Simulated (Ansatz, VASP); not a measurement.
## W (Tungsten) in two plane-wave programs

Wanted: the spread between two codes on one cell, functional and k mesh. The cell is taken from a series of runs on this material, whose earlier steps may have relaxed, scaled, displaced or heated it; both programs get it as it stands.

Main program and level: Ansatz 0.2.0; plane waves, with VASP 6.6.1 beside it; single point at PBEsol.

## Step 1: The starting structure

The structure is cubic, space group Im-3m (No. 229). The conventional cell has a = 3.170 Å, b = 3.170 Å, c = 3.170 Å, α = 90.00°, β = 90.00°, γ = 90.00°. Nearest to W lie 8 W at 2.75 Å.

As a file:

```cif
data_structure
_symmetry_space_group_name_H-M 'Im-3m'
_symmetry_Int_Tables_number 229
_cell_length_a 3.1701
_cell_length_b 3.1701
_cell_length_c 3.1701
_cell_angle_alpha 90.000
_cell_angle_beta 90.000
_cell_angle_gamma 90.000
_cell_volume 31.86
loop_
_atom_site_label
_atom_site_type_symbol
_atom_site_symmetry_multiplicity
_atom_site_Wyckoff_symbol
_atom_site_fract_x
_atom_site_fract_y
_atom_site_fract_z
_atom_site_occupancy
W1 W 2 a 0.00000 0.00000 0.00000 1
```

## Step 2: Ansatz: single point, PBEsol, pair 1

Ansatz runs on its PAW soft_1 files.

A single point gives forces, pressure and levels at one fixed geometry, so differences don't come from the geometry; what else differs is listed under the comparison.

input.yaml reads:

```yaml
crystal:
  lattice:
    - [-1.5850339977, 1.5850339977, 1.5850339977]
    - [1.5850339977, -1.5850339977, 1.5850339977]
    - [1.5850339977, 1.5850339977, -1.5850339977]
  atoms:
    - { symbol: W, position: [0.0, 0.0, 0.0] }
kpoints:
  mp_grid: { grid: [20, 20, 20] }
hamiltonian:
  xc: pbesol
  pseudopotentials: { kind: paw, azcp: { folder: soft_1 }, xc_functional: pbe }
scf:
  occupations: { method: methfessel_paxton, width: 0.2 }
  lower_state_search: "off"
output:
  forces: true
  stress: true
  eigenvalues: true
```

Launch:

```console
$ ansatz run input.yaml --threads 8 --pin off --max-ram 16384MiB --backend cpu --events-out ev --progress --plain --runs-dir out
```

Numbers of over 12 decimals in the logs are rounded to 6 here.

Log:

```text
Engine: ansatz 0.2.0, aarch64-unknown-linux-gnu
Pseudopotentials: kind: paw
Pseudopotential: W, paw, valence charge 14, recommended cutoff 420 eV (normal), soft_1/W.paw.azcp
Functional definition: PBEsol
  exchange = pbesol_x
  correlation = pbesol_c
Crystal: 1 atoms, lattice volume = 15.929 Å³
Basis set: ecut = 420 eV, 321 PW (Γ), exchange–correlation on 40×40×40 points (8 copies of the dense FFT grid, shifted against one another)
Bands: 11, of which v1, the nominal top of the filled ones, is band 7 counted from 1 (6 counted from 0)
Symmetry: 48 space group operations
Space group: Im-3m (ITA 229), of the structure as read, at distance tolerance 2.5e-5 Å
k-points: 256 of 8000
Non-local potential: W, projectors of the file, l = 0: 3, l = 1: 2, l = 2: 2, l = 3: 1
PAW form: soft (Blöchl's): semilocal exchange-correlation on the pseudo side does not see the compensation charge
PAW frozen core: W, regenerated for the run's functional, and the local potential with it (the file was generated under x = pbe(κ = 0.804, μ = 0.219515), c = pbe(β = 0.066725))
PAW one-centre angular grid: W, 590 points (default); XC on 64 Gauss nodes
Initial density: superposition of atomic densities (chi_scale 0.1, normalization cell)
Initial wavefunctions: pseudopotential atomic-orbital guess
Functional: x = pbesol(κ = 0.804, μ = 0.123457), c = pbesol(β = 0.046)
SCF iter   1: F=—  HF=-10257.808383 eV  |F-HF|=—  |Δ(HF+E_count)|=         —  Δρ=6.41e-2  dr2=5.67e-1  ethr=3.10e-3  ⟨swp⟩=5.0  Hψ=14664  notcnv=0
preconditioner: auto → none  [metal: Δε(μ)=0.016 eV  Ē_g=9.227 eV  σ=0.200 eV  W_gap=0.07  n_scr=0 (ndim 8)  ℏωp=22.8 eV  f_vac=0.000  D(μ)=0.30/eV (n_scr^D=0)]
SCF iter   2: F=—  HF=-10257.592490 eV  |F-HF|=—  |Δ(HF+E_count)|=   2.16e-1  S|Δr|=    0.00e0  Δρ=2.25e-2  dr2=3.47e-2  ethr=3.10e-3  ⟨swp⟩=2.8  Hψ=6773  notcnv=0  defer=14
SCF iter   3: F=—  HF=-10257.583219 eV  |F-HF|=—  |Δ(HF+E_count)|=   9.27e-3  S|Δr|=    0.00e0  Δρ=6.65e-3  dr2=2.17e-3  ethr=2.48e-4  ⟨swp⟩=2.0  Hψ=3383  notcnv=0  defer=14
SCF iter   4: F=—  HF=-10257.582711 eV  |F-HF|=—  |Δ(HF+E_count)|=   5.07e-4  S|Δr|=    0.00e0  Δρ=2.03e-4  dr2=1.31e-6  ethr=1.55e-5  ⟨swp⟩=1.0  Hψ=2802  notcnv=0  defer=14
SCF iter   5: F=—  HF=-10257.582710 eV  |F-HF|=—  |Δ(HF+E_count)|=   7.75e-7  S|Δr|=    0.00e0  Δρ=2.71e-5  dr2=3.14e-8  ethr=7.14e-10  ⟨swp⟩=6.0  Hψ=13718  notcnv=0
SCF iter   6: F=-10257.582710 eV  HF=-10257.582710 eV  |F-HF|=5.82e-11  |Δ(HF+E_count)|=   4.59e-9  S|Δr|=    0.00e0  Δρ=8.03e-7  dr2=8.04e-11  ethr=2.24e-10  ⟨swp⟩=2.0  Hψ=8637  notcnv=0
SCF 1 converged in 6 iterations: F = -10257.582710 eV  dr2 = 8.04e-11
  greatest PAW one-centre occupation: 0.999 electrons in one spin orbital (limit 2), on the W atom at site 0 (counted from 0), in its partial waves of l = 0
SCF converged after 6 iterations
Stability not checked: this state was not tested for a lower state beside it, because cold or Methfessel-Paxton smearing, or corrected tetrahedra, fill the levels in a way that the test cannot read (fill_not_monotonic; see scf.lower_state_search)
Free energy (F): -10257.582710 eV
Harris-Foulkes:  -10257.582710 eV  (|F-HF|=5.82e-11)
Internal energy: -10257.584332 eV  (E = F + TS)
E sigma→0 (E₀):  -10257.583116 eV
Entropy (-TS):   0.001621 eV (1.621 meV/atom)
Fermi energy:    22.181234 eV
--- Per-component energies (eV) ---
  E_band       = -88.129524
  E_kinetic    = 421.346269
  E_local      = -547.296236  (includes V_loc(G=0)·N_el)
  E_nonlocal   = -22.855156
  E_hartree    = 228.123950
  E_xc         = -265.867070
  E_vxc        = -231.056381  (∫ρ·V_xc dr)
  E_paw        = -8451.242431  (= ΣΔE_a)
  E_vpaw       = -164.516311  (= ΣTr[D̂ρ^β])
  E_aug_tail   = 0.000148  (compensation charges beyond the density's cutoff)
  E_ewald      = -1620.015663
  E_core_change = 0.221858  (= ΣΔE_core)
  E_smearing   = 0.001621  (= −TS)
  E_closure    = -0.000000  (closes the sum)
  Σ components = -10257.582710   (vs F -10257.582710, Δ=0.00e0)
--- Forces (eV/Å), atoms counted from 1 ---
  atom   1  W     -0.00000000     0.00000000    -0.00000000
  max |Σ_I F_I| component: 1.38e-31 eV/Å
--- Stress (GPa, compression-positive) ---
       -4.710660       0.000000       0.000000
       -0.000000      -4.710660      -0.000000
        0.000000       0.000000      -4.710660
  P = ⅓ Tr σ = -4.7107 GPa (-47.107 kbar)
--- Band table (eV; the first three rows and the last of 256) ---
  k-point 0: bands = [... 3 lower, -15.5574, 12.5017, 20.8885, 20.8885, 20.8885, 24.3412, 24.3412, 36.6301]
  k-point 1: bands = [... 3 lower, -15.5576, 12.6231, 20.8149, 20.8733, 21.0056, 24.2210, 24.3424, 36.7338]
  k-point 2: bands = [... 3 lower, -15.5580, 12.9764, 20.6083, 20.8090, 21.3535, 23.9457, 24.3505, 37.0050]
  k-point 255: bands = [... 3 lower, -16.4523, 16.3096, 16.3096, 27.2624, 27.2624, 27.2624, 30.3341, 30.3341]
```

In the SCF lines HF is the Harris–Foulkes energy and dr2 the Hartree energy of the density residual, in eV; the loop may stop once dr2 is under the threshold and the program's other checks hold. Hψ counts applications of the Hamiltonian.

The run ends at a pressure of -4.71 GPa.

## Step 3: VASP: single point, PBEsol, pair 1

The same cell, functional, mesh and smearing now go to VASP, with its own data sets.

Lines of VASP's logs that name or quote its potential files are left out, and so is its time.

INCAR reads:

```
SYSTEM = W
PREC = Accurate
ENCUT = 600
EDIFF = 1E-06
NELM = 120
ISMEAR = 1
SIGMA = 0.2
LREAL = .FALSE.
ALGO = Normal
GGA = PS
NBANDS = 9
LASPH = .TRUE.
LORBIT = 11
LWAVE = .FALSE.
LCHARG = .FALSE.
ISIF = 2
GGA_COMPAT = .FALSE.
```

POSCAR reads:

```
W
1.0
   -1.5850339977      1.5850339977      1.5850339977
    1.5850339977     -1.5850339977      1.5850339977
    1.5850339977      1.5850339977     -1.5850339977
W
1
Direct
    0.0000000000      0.0000000000      0.0000000000
```

KPOINTS reads:

```
Automatic mesh
0
Gamma
20 20 20
0 0 0
```

The projector-augmented-wave data sets are W (PBE family, release 64).

Launch:

```console
$ mpirun -np 1 vasp_std
```

Log:

```text
[banner, memory and clock lines left out]
running    1 mpi-ranks, on    1 nodes
 distrk:  each k-point on    1 cores,    1 groups
 distr:  one band on    1 cores,    1 groups

 POSCAR found type information on POSCAR W
 POSCAR found :  1 types and       1 ions
|                                                                             |
|               ----> ADVICE to this user running VASP <----                  |
|                                                                             |
|     You enforced a specific xc type in the INCAR file but a different       |
|     [... a line on the potential file left out ...]
|     I HOPE YOU KNOW WHAT YOU ARE DOING!                                     |
|                                                                             |

 LDA part: xc-table for (Slater+PW92), standard interpolation
 POSCAR, INCAR and KPOINTS ok, starting setup
 FFT: planning ... GRIDC
 FFT: planning ... GRID_SOFT
 FFT: planning ... GRID
 WAVECAR not read
 entering main loop
       N       E                     dE             d eps       ncg     rms          rms(c)
DAV:   1     0.103985861697E+02    0.10399E+02   -0.32153E+03  4616   0.652E+02
DAV:   2    -0.141029724295E+02   -0.24502E+02   -0.23408E+02  5405   0.140E+02
DAV:   3    -0.146161108046E+02   -0.51314E+00   -0.50894E+00  5369   0.164E+01
DAV:   4    -0.146177260185E+02   -0.16152E-02   -0.16151E-02  5421   0.103E+00
DAV:   5    -0.146177295125E+02   -0.34941E-05   -0.34932E-05  5274   0.410E-02    0.209E+01
DAV:   6    -0.140869518610E+02    0.53078E+00   -0.40840E-01  5071   0.412E+00    0.102E+01
DAV:   7    -0.138834190192E+02    0.20353E+00   -0.47113E-01  5245   0.430E+00    0.328E-01
DAV:   8    -0.138816093668E+02    0.18097E-02   -0.24832E-03  5015   0.365E-01    0.147E-01
DAV:   9    -0.138812573736E+02    0.35199E-03   -0.26911E-04  5400   0.725E-02    0.245E-02
DAV:  10    -0.138812591201E+02   -0.17465E-05   -0.15452E-05  5466   0.299E-02    0.205E-02
DAV:  11    -0.138812587502E+02    0.36989E-06   -0.36053E-07  2753   0.703E-03
   1 F= -.13881259E+02 E0= -.13881776E+02  d E =0.155286E-02
```

OUTCAR, selected parts (step 3):

```text
ion  position               nearest neighbor table
   1  0.000  0.000  0.000-

  LATTYP: Found a body centered cubic cell.
 ALAT       =     3.1700679954

 Subroutine GETGRP returns: Found 48 space group operations
 (whereof 48 operations were pure point group operations)

The static configuration has the point symmetry O_h .

 Found    256 irreducible k-points:

   k-points           NKPTS =    256   k-points in BZ     NKDIM =    256   number of bands    NBANDS=      9

   dimension x,y,z NGX =    24 NGY =   24 NGZ =   24
   dimension x,y,z NGXF=    48 NGYF=   48 NGZF=   48

   ENCUT  =  600.0 eV  44.10 Ry    6.64 a.u.   5.48  5.48  5.48*2*pi/ulx,y,z

   NELECT =       6.0000    total number of electrons

 k-points in reciprocal lattice and weights: Automatic mesh
   0.00000000  0.00000000  0.00000000       0.000
   0.05000000  0.00000000  0.00000000       0.002
   0.10000000  0.00000000  0.00000000       0.002
   0.15000000  0.00000000  0.00000000       0.002
   0.20000000  0.00000000  0.00000000       0.002
   0.25000000  0.00000000  0.00000000       0.002
   0.30000000  0.00000000  0.00000000       0.002
   0.35000000  0.00000000  0.00000000       0.002
   0.40000000  0.00000000  0.00000000       0.002
[...]
0.50000000  0.50000000  0.45000000       0.002
   0.50000000  0.50000000  0.50000000       0.000

 average (electrostatic) potential at core
       1 -37.7999

 E-fermi :   7.6587

 k-point     1 :       0.0000    0.0000    0.0000
  band No.  band energies     occupation
      1      -2.0092      2.00000
      2       6.3538      2.00000
      3       6.3538      2.00000
      4       6.3538      2.00000
      5       9.7941     -0.00000
      6       9.7941     -0.00000
      7      22.8562      0.00000
      8      22.8562      0.00000
      9      22.8562      0.00000

 k-point     2 :       0.0500    0.0000    0.0000
  band No.  band energies     occupation
      1      -1.8913      2.00000
      2       6.2810      2.00000
      3       6.3392      2.00000
      4       6.4709      2.00000
      5       9.6774     -0.00000
      6       9.7961     -0.00000
      7      22.9584      0.00000
      8      23.0619      0.00000
      9      23.1477      0.00000

 k-point     3 :       0.1000    0.0000    0.0000
  band No.  band energies     occupation
      1      -1.5472      2.00000
      2       6.0763      2.00000
      3       6.2768      2.00000
      4       6.8192      2.00000
      5       9.4083     -0.00000
      6       9.8062     -0.00000
      7      23.2223      0.00000
      8      23.6638      0.00000
      9      23.9115      0.00000

  Total       -0.7873484     -0.7873484     -0.7873484      0.0000000     -0.0000000      0.0000000
  in kB      -79.1957391    -79.1957391    -79.1957391      0.0000000     -0.0000000      0.0000000
  external PRESSURE =     -79.1957391 kB  Pullay stress =       0.0000000 kB

  energy-cutoff  :      600.00
  volume of cell :       15.93
      direct lattice vectors                 reciprocal lattice vectors
    -1.585033998  1.585033998  1.585033998     0.000000000  0.315450647  0.315450647
     1.585033998 -1.585033998  1.585033998     0.315450647  0.000000000  0.315450647
     1.585033998  1.585033998 -1.585033998     0.315450647  0.315450647  0.000000000

 POSITION                                       TOTAL-FORCE (eV/Angst)
 -----------------------------------------------------------------------------------
      0.00000      0.00000      0.00000         0.000000      0.000000      0.000000
 -----------------------------------------------------------------------------------
    total drift:                                0.000000      0.000000      0.000000

  FREE ENERGIE OF THE ION-ELECTRON SYSTEM (eV)
  ---------------------------------------------------
  free  energy   TOTEN  =       -13.8812587502 eV

  energy  without entropy=      -13.8828116134  energy(sigma->0) =      -13.88177637

 total charge
# of ion       s       p       d       tot
------------------------------------------
    1        0.667   0.717   4.157   5.541

[... 3 further parts left out ...]
```

The data set W keeps the semicore shell frozen, which is cheaper and a little less accurate.

## Step 4: Side by side

Known differences besides the potentials themselves: the data sets hold 14 valence electrons in Ansatz (on its PAW soft_1 files) and 6 in VASP; the cutoff is 420 eV in Ansatz and 600 eV in VASP; Ansatz makes its cores anew for this functional, VASP keeps those of its PBE data sets. Total energies have different zeros and are not compared.

Both answers:

```
      quantity  Ansatz   VASP  difference
pressure (GPa)   -4.71  -7.92       +3.21
```

## Step 5: What the set-up changes

Further runs change the set-up of one program: Ansatz's method, potentials or start, or VASP's data sets, cutoff or form of LDA. The table gives that difference for each run.

```
                                                run  pressure (GPa)
                                           as above             3.2
VASP with the data sets W_sv and a cutoff of 500 eV           -0.53
```

## Step 6: Ansatz: single point, PBEsol, pair 2

A single point gives forces, pressure and levels at one fixed geometry, so differences don't come from the geometry; what else differs is listed under the comparison. The cell compared in this pair holds 15.46 Å³, against 15.93 Å³ for the pair before.

The cell is taken from a series of runs on this material, whose earlier steps may have relaxed, scaled, displaced or heated it; both programs get it as it stands.

input.yaml, the sections that differ from step 2:

```yaml
crystal:
  lattice:
    - [-1.5692614688, 1.5692614688, 1.5692614688]
    - [1.5692614688, -1.5692614688, 1.5692614688]
    - [1.5692614688, 1.5692614688, -1.5692614688]
  atoms:
    - { symbol: W, position: [0.0, 0.0, 0.0] }
# kpoints, hamiltonian, scf, output: as in step 2
```

Launch:

```console
$ ansatz run input.yaml --threads 8 --pin off --max-ram 16384MiB --backend cpu --events-out ev --progress --plain --runs-dir out
```

Log:

```text
[...]
Crystal: 1 atoms, lattice volume = 15.458 Å³
Basis set: ecut = 420 eV, 321 PW (Γ), exchange–correlation on 40×40×40 points (8 copies of the dense FFT grid, shifted against one another)
Bands: 11, of which v1, the nominal top of the filled ones, is band 7 counted from 1 (6 counted from 0)
Symmetry: 48 space group operations
[...]
k-points: 256 of 8000
[...]
--- Band table (eV; the first three rows and the last of 256) ---
  k-point 0: bands = [... 3 lower, -14.7085, 13.1024, 21.6006, 21.6006, 21.6006, 25.1769, 25.1769, 37.4644]
  k-point 1: bands = [... 3 lower, -14.7087, 13.2284, 21.5234, 21.5846, 21.7224, 25.0494, 25.1778, 37.5735]
  k-point 2: bands = [... 3 lower, -14.7093, 13.5946, 21.3072, 21.5171, 22.0848, 24.7589, 25.1854, 37.8610]
  k-point 255: bands = [... 3 lower, -15.6914, 16.8301, 16.8301, 28.2467, 28.2467, 28.2467, 31.3467, 31.3467]
[key lines of the parts left out:]
SCF converged after 6 iterations
Free energy (F): -10257.582530 eV
Fermi energy:    22.948184 eV
P = ⅓ Tr σ = 5.0835 GPa (50.835 kbar)
```

The run ends at a pressure of 5.08 GPa.

## Step 7: VASP: single point, PBEsol, pair 2

The same cell, functional, mesh and smearing now go to VASP, with its own data sets.

INCAR is that of step 3.

POSCAR reads:

```
W
1.0
   -1.5692614688      1.5692614688      1.5692614688
    1.5692614688     -1.5692614688      1.5692614688
    1.5692614688      1.5692614688     -1.5692614688
W
1
Direct
    0.0000000000      0.0000000000      0.0000000000
```

KPOINTS is that of step 3.

Launch:

```console
$ mpirun -np 1 vasp_std
```

Log:

```text
[banner, memory and clock lines left out]
running    1 mpi-ranks, on    1 nodes
[...]
[... a notice as in an earlier step ...]

 LDA part: xc-table for (Slater+PW92), standard interpolation
 POSCAR, INCAR and KPOINTS ok, starting setup
[...]
entering main loop
       N       E                     dE             d eps       ncg     rms          rms(c)
DAV:   1     0.104427605299E+02    0.10443E+02   -0.31915E+03  4608   0.652E+02
DAV:   2    -0.140900821881E+02   -0.24533E+02   -0.23590E+02  5360   0.141E+02
DAV:   3    -0.145949222353E+02   -0.50484E+00   -0.50263E+00  5484   0.164E+01
DAV:   4    -0.145964041339E+02   -0.14819E-02   -0.14818E-02  5310   0.966E-01
[...]
DAV:   9    -0.138905860401E+02    0.22183E-03   -0.18281E-04  5562   0.622E-02    0.160E-02
DAV:  10    -0.138905878609E+02   -0.18208E-05   -0.10937E-05  5379   0.238E-02    0.168E-02
DAV:  11    -0.138905875352E+02    0.32572E-06   -0.24273E-07  2674   0.553E-03
   1 F= -.13890588E+02 E0= -.13891077E+02  d E =0.146825E-02
```

[end of part 1 of 2]

[Lines on the potential files, build, host, timing and source positions are cut from VASP's logs without a mark.]

[Logs are printed without paths, hosts, clocks, repeated set-up lines and the standing remarks that a program may print on its own settings, such as how far it seeks lower states.]

[Hosts, paths, dates, database ids (printed as entryN), source tags and the programs' standing remarks are cut or masked in the printed files.]
